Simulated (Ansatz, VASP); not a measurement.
# Cross-check of Mg35Cu between VASP and Ansatz, part 2 of 2

Wanted: the spread between two codes on one cell, functional and k mesh. The structure shown is the end of the VASP relaxation below.

VASP 6.6.1 and Ansatz 0.2.0.

So far: The structure; VASP: relaxation, PBEsol.

**3. Ansatz: single point, PBEsol**

Level of this step: Ansatz beside VASP: Kohn-Sham DFT, plane waves, PBEsol (Ansatz).

Ansatz runs on its default PAW (the set named soft_2) files.

The same cell, functional, mesh and smearing now go to Ansatz, which takes its cutoff from its data sets.

input.yaml

```yaml
crystal:
  lattice:
    - [9.55074056, 0.0, 0.0]
    - [-4.77537028, 8.27118395, 0.0]
    - [0.0, 0.0, 10.22094454]
  atoms:
    - { symbol: Cu, position: [5.8e-07, 5.9e-07, 6.4e-07], spin: 0.6 }
    - { symbol: Mg, position: [1.7e-07, 0.99999977, 0.5] }
    - { symbol: Mg, position: [0.99784009, 0.32357369, 0.99999995] }
    - { symbol: Mg, position: [0.00116652, 0.33250163, 0.49999998] }
    - { symbol: Mg, position: [0.99784055, 0.67426658, 0.99999999] }
    - { symbol: Mg, position: [0.00116722, 0.6686654, 0.49999999] }
    - { symbol: Mg, position: [0.32573341, 0.0021594, 2.0e-08] }
    - { symbol: Mg, position: [0.33133454, 0.99883273, 0.49999997] }
    - { symbol: Mg, position: [0.32573731, 0.32357831, 0.99999998] }
    - { symbol: Mg, position: [0.33133463, 0.3325012, 0.49999999] }
    - { symbol: Mg, position: [0.33333134, 0.66666866, 0.99999997] }
    - { symbol: Mg, position: [0.33333307, 0.6666669, 0.49999999] }
    - { symbol: Mg, position: [0.67642626, 0.0021599, 0.99999996] }
    - { symbol: Mg, position: [0.66749836, 0.99883347, 0.49999999] }
    - { symbol: Mg, position: [0.66666957, 0.33333038, 0.99999997] }
    - { symbol: Mg, position: [0.66666688, 0.33333312, 0.5] }
    - { symbol: Mg, position: [0.67642166, 0.67426262, 0.99999998] }
    - { symbol: Mg, position: [0.66749877, 0.66866532, 0.49999997] }
    - { symbol: Mg, position: [0.10744234, 0.21488307, 0.24234833], spin: 0.6 }
    - { symbol: Mg, position: [0.10744249, 0.21488318, 0.75765154], spin: 0.6 }
    - { symbol: Mg, position: [0.11069235, 0.55534612, 0.24833563] }
    - { symbol: Mg, position: [0.11069226, 0.55534613, 0.75166433] }
    - { symbol: Mg, position: [0.10744123, 0.89255879, 0.24235036], spin: 0.6 }
    - { symbol: Mg, position: [0.10744119, 0.89255876, 0.7576496] }
    - { symbol: Mg, position: [0.44558914, 0.22279428, 0.25087437] }
    - { symbol: Mg, position: [0.44558916, 0.22279434, 0.74912549] }
    - { symbol: Mg, position: [0.44465252, 0.55534746, 0.24833976] }
    - { symbol: Mg, position: [0.44465251, 0.55534745, 0.75166022] }
    - { symbol: Mg, position: [0.44465386, 0.88930774, 0.24833561] }
    - { symbol: Mg, position: [0.44465386, 0.88930759, 0.75166435] }
    - { symbol: Mg, position: [0.77720563, 0.22279443, 0.25087443] }
    - { symbol: Mg, position: [0.77720551, 0.2227943, 0.74912554] }
    - { symbol: Mg, position: [0.77720563, 0.55441079, 0.25087445] }
    - { symbol: Mg, position: [0.77720566, 0.55441081, 0.74912558] }
    - { symbol: Mg, position: [0.78511682, 0.89255748, 0.24234847] }
    - { symbol: Mg, position: [0.78511686, 0.89255764, 0.75765163] }
hamiltonian:
  xc: pbesol
  pseudopotentials: { kind: paw }
magnetization:
  spin_polarized: true
kpoints:
  mp_grid: { grid: [4, 4, 4] }
scf:
  occupations: { method: methfessel_paxton, width: 0.2 }
  n_extra_bands: 16
output:
  forces: true
  eigenvalues: true
```

The run is started by

```console
$ ansatz run input.yaml --threads 8 --pin off --max-ram 18432MiB --backend cpu --events-out ev --progress --plain --runs-dir out
```

Numbers of over 12 decimals in the logs are rounded to 6 here.

Output:

```text
Warning: the band count 201 (scf.n_extra_bands) hosts the net moment |M| = 2.4000 μB (N_el = 369) but caps the reachable moment at 2·n_bands − N_el = 33.0000 μB, below the 223 bands that the automatic rule leaves for it — a moment growing past the seed, or the majority channel's smearing tail, pins there with fewer empty majority states than that count leaves; raise or omit scf.n_extra_bands unless the cap is intended
scf.n_extra_bands = 16 over 185 filled bands (N_el = 369.0): the run solves 201 bands
Engine: ansatz 0.2.0, aarch64-unknown-linux-gnu
Pseudopotentials: kind: paw
Pseudopotential: Cu, paw, valence charge 19, recommended cutoff 420 eV (normal), Cu.paw.azcp
Pseudopotential: Mg, paw, valence charge 10, recommended cutoff 420 eV (normal), Mg.paw.azcp
Functional definition: PBEsol
  exchange = pbesol_x
  correlation = pbesol_c
Crystal: 36 atoms, lattice volume = 807.413 Å³
Basis set: ecut = 420 eV, 15731 PW (Γ), exchange–correlation on 128×128×144 points (8 copies of the dense FFT grid, shifted against one another)
Bands: 201, of which v1, the nominal top of the filled ones, is band 185 counted from 1 (184 counted from 0)
Symmetry: 1 space group operations
Space group: P1 (ITA 1), of the structure as read, at distance tolerance 9.3e-5 Å
Magnetic group: BNS 1.1 (UNI 1), of the structure as read, at distance tolerance 9.3e-5 Å
k-points: 36 of 64 (time reversal used)
Non-local potential: Cu, projectors of the file, l = 0: 3, l = 1: 2, l = 2: 3, l = 3: 1
Non-local potential: Mg, projectors of the file, l = 0: 3, l = 1: 2, l = 2: 1
PAW form: soft (Blöchl's): semilocal exchange-correlation on the pseudo side does not see the compensation charge
PAW frozen core: Cu, regenerated for the run's functional, and the local potential with it (the file was generated under x = pbe(κ = 0.804, μ = 0.219515), c = pbe(β = 0.066725))
PAW frozen core: Mg, regenerated for the run's functional, and the local potential with it (the file was generated under x = pbe(κ = 0.804, μ = 0.219515), c = pbe(β = 0.066725))
PAW one-centre angular grid: Cu, 590 points (default); XC on 64 Gauss nodes
PAW one-centre angular grid: Mg, 110 points (default); XC on 64 Gauss nodes
Initial density: superposition of atomic densities (chi_scale 0.1, normalization cell, long waves kept (reshape's long-wave potential 0.22 eV rms))
Starting moments: Σ|m| = 2.4 μB on 4 of 36 sites
Initial wavefunctions: pseudopotential atomic-orbital guess
Functional: x = pbesol(κ = 0.804, μ = 0.123457), c = pbesol(β = 0.046)
SCF iter   1: F=—  HF=-73562.779145 eV  |F-HF|=—  |Δ(HF+E_count)|=         —  Δρ=1.84e-1 (↑1.84e-1 ↓1.64e-1)  dr2=1.20e3  dr2_m=2.97e0  M=0.146 μB ∫|m|=0.195 μB  β_m=0.30  ethr=3.10e-3  ⟨swp⟩=5.2  Hψ=49437  notcnv=0
preconditioner: auto → Kerker (q_TF=auto, 2.394 Å⁻¹)  [metal: Δε(μ)=0.000 eV  Ē_g=4.007 eV  σ=0.200 eV  W_gap=0.00  n_scr=210 (ndim 8)  ℏωp=11.8 eV  f_vac=0.000  D(μ)=14.09/eV (n_scr^D=70)]
spin=Collinear: Kerker preconditioning applied to the charge; magnetization (m = ρ↑ − ρ↓) channel mixes plain (no charge-response kernel on spin).
SCF iter   2: F=—  HF=-73565.225543 eV  |F-HF|=—  |Δ(HF+E_count)|=    2.45e0  S|Δr|=    0.00e0  Δρ=8.38e-2 (↑7.04e-2 ↓8.38e-2)  dr2=1.01e2  dr2_m=1.48e0  M=0.139 μB ∫|m|=0.153 μB  β_m=0.30  ethr=3.10e-3  ⟨swp⟩=4.8  Hψ=69429  notcnv=0  defer=204
SCF iter   3: F=—  HF=-73519.595467 eV  |F-HF|=—  |Δ(HF+E_count)|=    4.56e1  S|Δr|=    0.00e0  Δρ=4.97e-2 (↑4.08e-2 ↓4.97e-2)  dr2=3.86e1  dr2_m=7.21e-1  M=0.116 μB ∫|m|=0.125 μB  β_m=0.30  ethr=3.10e-3  ⟨swp⟩=4.2  Hψ=49027  notcnv=0  defer=193
SCF iter   4: F=—  HF=-73515.877751 eV  |F-HF|=—  |Δ(HF+E_count)|=    3.72e0  S|Δr|=    0.00e0  Δρ=6.64e-2 (↑6.04e-2 ↓6.64e-2)  dr2=1.13e2  dr2_m=3.47e-1  M=0.406 μB ∫|m|=0.537 μB  β_m=0.30  ethr=3.10e-3  ⟨swp⟩=6.4  Hψ=60770  notcnv=0  defer=220
SCF iter   5: F=—  HF=-73514.928711 eV  |F-HF|=—  |Δ(HF+E_count)|=   9.49e-1  S|Δr|=    0.00e0  Δρ=3.59e-2 (↑2.76e-2 ↓3.59e-2)  dr2=2.39e1  dr2_m=2.73e-1  M=0.070 μB ∫|m|=0.080 μB  β_m=0.30  ethr=3.10e-3  ⟨swp⟩=6.4  Hψ=56436  notcnv=0  defer=146
SCF iter   6: F=—  HF=-73516.338657 eV  |F-HF|=—  |Δ(HF+E_count)|=    1.41e0  S|Δr|=    0.00e0  Δρ=3.25e-2 (↑2.65e-2 ↓3.25e-2)  dr2=2.48e1  dr2_m=1.36e-1  M=0.053 μB ∫|m|=0.061 μB  β_m=0.30  ethr=3.10e-3  ⟨swp⟩=2.1  Hψ=21777  notcnv=0  defer=177
Mixer restart at iter 6: flushing history
spin-set hold released at iteration 6 (site moments contracting): the magnetisation degrees of freedom join the quasi-Newton model from the next iteration; the mixer history was flushed
SCF iter   7: F=—  HF=-73511.492942 eV  |F-HF|=—  |Δ(HF+E_count)|=    4.85e0  S|Δr|=    0.00e0  Δρ=1.16e-2 (↑7.82e-3 ↓1.16e-2)  dr2=5.07e0  dr2_m=6.60e-2  M=0.045 μB ∫|m|=0.052 μB  β_m=0.36  ethr=3.10e-3  ⟨swp⟩=3.6  Hψ=35034  notcnv=0  defer=182
SCF iter   8: F=—  HF=-73510.466936 eV  |F-HF|=—  |Δ(HF+E_count)|=    1.03e0  S|Δr|=    0.00e0  Δρ=5.07e-3 (↑3.45e-3 ↓5.07e-3)  dr2=1.39e0  dr2_m=2.05e-2  M=0.033 μB ∫|m|=0.038 μB  β_m=0.49  ethr=1.37e-3  ⟨swp⟩=2.0  Hψ=21067  notcnv=0  defer=202
[...]
SCF iter  14: F=—  HF=-73510.054347 eV  |F-HF|=—  |Δ(HF+E_count)|=   7.44e-5  S|Δr|=    0.00e0  Δρ=7.04e-5 (↑7.02e-5 ↓7.04e-5)  dr2=1.52e-4  dr2_m=3.01e-9  M=0.000 μB ∫|m|=0.000 μB  β_m=0.86  ethr=2.09e-7  ⟨swp⟩=2.1  Hψ=16000  notcnv=0  defer=202
SCF iter  15: F=—  HF=-73510.054335 eV  |F-HF|=—  |Δ(HF+E_count)|=   1.19e-5  S|Δr|=    0.00e0  Δρ=1.04e-5 (↑1.04e-5 ↓1.02e-5)  dr2=2.94e-6  dr2_m=1.38e-10  M=0.000 μB ∫|m|=0.000 μB  β_m=0.93  ethr=4.11e-8  ⟨swp⟩=2.2  Hψ=16614  notcnv=0  defer=202
SCF iter  16: F=—  HF=-73510.054655 eV  |F-HF|=—  |Δ(HF+E_count)|=   3.19e-4  S|Δr|=    0.00e0  Δρ=7.70e-7 (↑7.70e-7 ↓7.58e-7)  dr2=1.67e-8  dr2_m=3.99e-12  M=0.000 μB ∫|m|=0.000 μB  β_m=0.96  ethr=2.71e-11  ⟨swp⟩=11.3  Hψ=79391  notcnv=0
SCF iter  17: F=-73510.054655 eV  HF=-73510.054655 eV  |F-HF|=6.98e-10  |Δ(HF+E_count)|=   1.60e-9  S|Δr|=    0.00e0  Δρ=1.49e-7 (↑1.49e-7 ↓1.48e-7)  dr2=7.25e-10  dr2_m=8.92e-14  M=0.000 μB ∫|m|=0.000 μB  ethr=4.54e-12  ⟨swp⟩=1.0  Hψ=31658  notcnv=0
SCF 1 converged in 17 iterations: F = -73510.054655 eV  dr2 = 7.25e-10
  greatest PAW one-centre occupation: 1.000 electrons in one spin orbital (limit 2), on the Cu atom at site 0 (counted from 0), in its partial waves of l = 0
WARN: the starting moments were not kept: the SCF closed with an absolute magnetisation of 1.3e-6 μB, where they sum to 2.4 μB in size (4 sites). That is at most 0.1 of that sum. Measured as dr2_m measures the in/out step, that magnetisation stands 1.8e-14 eV from none, at or under the dr2_threshold of 1.0e-7 eV: it is no larger than a step whose dr2_m would equal this threshold. The system may hold no moment; this S [...]
this state was not tested for a lower state beside it, because cold or Methfessel-Paxton smearing, or corrected tetrahedra, fill the levels in a way that the test cannot read (fill_not_monotonic; see scf.lower_state_search)
SCF converged after 17 iterations
Magnetization: 0.0000 μB (184.5000 up, 184.5000 down)
Absolute magnetization: 0.0000 μB (∫|ρ↑−ρ↓|, with the PAW one-centre terms)
Spin contamination: 0.0000 ħ² per cell (⟨S²⟩ above its minimum at these occupations)
Per-site moments (μB) at R_I (Å): [(1.5382249911350897e-8, 1.257587), (2.2225189777194303e-8, 1.307656), (1.400282251579968e-8, 1.264410), (-1.1616286048018898e-9, 1.298921), (8.280639403166367e-9, 1.264415), (5.2870124638504605e-9, 1.298923), (3.8503352559601505e-9, 1.264415), (4.868865566956276e-9, 1.298923), (1.1150286205372708e-8, 1.264414), (-2.900593253454053e-9, 1.298922), (1.475254005916102e-8, 1.293545), (1. [...]
Free energy (F): -73510.054655 eV
Harris-Foulkes:  -73510.054655 eV  (|F-HF|=6.98e-10)
Internal energy: -73510.019341 eV  (E = F + TS)
E sigma→0 (E₀):  -73510.045826 eV
Entropy (-TS):   -0.035314 eV (-0.981 meV/atom)
Fermi energy:    5.778334 eV
Step filling:    the computed levels leave a gap of 0.0000 eV = 0.0 smearing widths at the electron count; against every level under it full and every level over it empty, smearing changes F+E_penalty+E_count by -18.437 meV and its σ→0 estimate by -9.608 meV
--- Per-component energies (eV) ---
  E_band       = -12946.978360
  E_kinetic    = 2920.819495
  E_local      = -62667.817491  (includes V_loc(G=0)·N_el)
  E_nonlocal   = 3766.381450
  E_hartree    = 22909.879589
  E_xc         = -1072.398110
  E_vxc        = -1390.241210  (∫ρ·V_xc dr)
  E_paw        = -11473.856574  (= ΣΔE_a)
  E_vpaw       = -1395.877815  (= ΣTr[D̂ρ^β])
  E_aug_tail   = 0.000175  (compensation charges beyond the density's cutoff)
  E_ewald      = -27895.294256
  E_core_change = 2.266382  (= ΣΔE_core)
  E_smearing   = -0.035314  (= −TS)
  E_closure    = -0.000000  (closes the sum)
  Σ components = -73510.054655   (vs F -73510.054655, Δ=0.00e0)
--- Forces (eV/Å), atoms counted from 1 ---
  atom   1  Cu     0.00000167    -0.00000509    -0.00000565
  atom   2  Mg    -0.00002352     0.00001408     0.00000094
  atom   3  Mg     0.00219855     0.00095072     0.00000026
  atom   4  Mg    -0.00007594     0.01010892    -0.00000008
  atom   5  Mg     0.00185295     0.00141709     0.00000096
  atom   6  Mg     0.00870198    -0.00515055    -0.00000068
  atom   7  Mg    -0.00030142    -0.00231240    -0.00000204
  atom   8  Mg     0.00881218    -0.00496047     0.00000033
  atom   9  Mg    -0.00216472     0.00092018     0.00000026
  atom  10  Mg     0.00009346     0.01009815    -0.00000181
  atom  11  Mg     0.00007612    -0.00004423     0.00000067
  atom  12  Mg    -0.00001667     0.00001007    -0.00000036
  atom  13  Mg     0.00027641    -0.00237983     0.00000316
  atom  14  Mg    -0.00879324    -0.00498917    -0.00000069
  atom  15  Mg    -0.00008898     0.00005178     0.00000021
  atom  16  Mg    -0.00000855     0.00000442    -0.00000061
  atom  17  Mg    -0.00188045     0.00141512     0.00000108
  atom  18  Mg    -0.00869903    -0.00512985     0.00000142
  atom  19  Mg    -0.00001530     0.00831404    -0.01865681
  atom  20  Mg    -0.00001752     0.00831270     0.01865895
  atom  21  Mg    -0.00143734    -0.00082348    -0.00737733
  atom  22  Mg    -0.00143549    -0.00082420     0.00737752
  atom  23  Mg     0.00722968    -0.00417509    -0.01869903
  atom  24  Mg     0.00723048    -0.00417351     0.01870049
[...]
atom  29  Mg    -0.00000346     0.00165444    -0.00737631
  atom  30  Mg    -0.00000653     0.00165736     0.00737660
  atom  31  Mg     0.00006628    -0.00003942     0.01102099
  atom  32  Mg     0.00006764    -0.00003662    -0.01102137
  atom  33  Mg    -0.00001698     0.00004995     0.01099583
  atom  34  Mg    -0.00001817     0.00005042    -0.01099747
  atom  35  Mg    -0.00720875    -0.00414096    -0.01866022
  atom  36  Mg    -0.00720583    -0.00414366     0.01865748
  max |Σ_I F_I| component: 2.49e-7 eV/Å
--- Band table (eV; the first three rows and the last of 72) ---
  k-point 0 ↑: bands = [... 181 lower, 6.1100, 6.2091, 6.2381, 6.2412, 6.2412, 6.2960, 6.2960, 6.4619, ... 12 higher]
  k-point 1 ↑: bands = [... 181 lower, 5.3728, 5.3728, 5.7841, 5.8649, 5.9072, 5.9073, 5.9848, 5.9848, ... 12 higher]
  k-point 2 ↑: bands = [... 181 lower, 5.5354, 5.5448, 5.5449, 5.5598, 5.5598, 5.5647, 5.6625, 5.6625, ... 12 higher]
  k-point 35 ↓: bands = [... 181 lower, 5.5455, 5.5480, 5.5729, 5.5789, 6.2661, 6.3103, 6.3247, 6.3273, ... 12 higher]
```

It took 15 min on 8 threads of Arm Neoverse N1, shared host; peak memory 10 GiB.

The column dr2 measures how far the density is from self-consistency, as an energy; F and HF (Harris–Foulkes) agree once it is small.

**4. Side by side**

Known differences besides the potentials themselves: the data sets hold 369 valence electrons in Ansatz (default PAW (the set named soft_2) files) and 81 in VASP; the cutoff is 420 eV in Ansatz and 300 eV in VASP (PREC = Normal, projectors in real space); Ansatz makes its cores anew for this functional, VASP keeps those of its PBE data sets. Total energies have different zeros and are not compared.

At this near-relaxed geometry the largest component of a force difference is 6 meV/Å.

**5. What came out**

| Item | Value |
| --- | --- |
| r.m.s. force difference (single point, PBEsol) | 2.0 meV/Å |

**Reading.** The r.m.s. force difference is 2.0 meV/Å (single point, PBEsol), within the 12 meV/Å picked in this series as the mark of a large difference. Such differences can come from data sets, numerical settings and the points named under the comparisons, not from the functional's error against experiment.

[Lines on the potential files, build, host, timing and source positions are cut from VASP's logs without a mark.]

[Logs are printed without paths, hosts, clocks, repeated set-up lines and the standing remarks that a program may print on its own settings, such as how far it seeks lower states.]

[Hosts, paths, dates, database ids (printed as entryN), source tags and the programs' standing remarks are cut or masked in the printed files.]
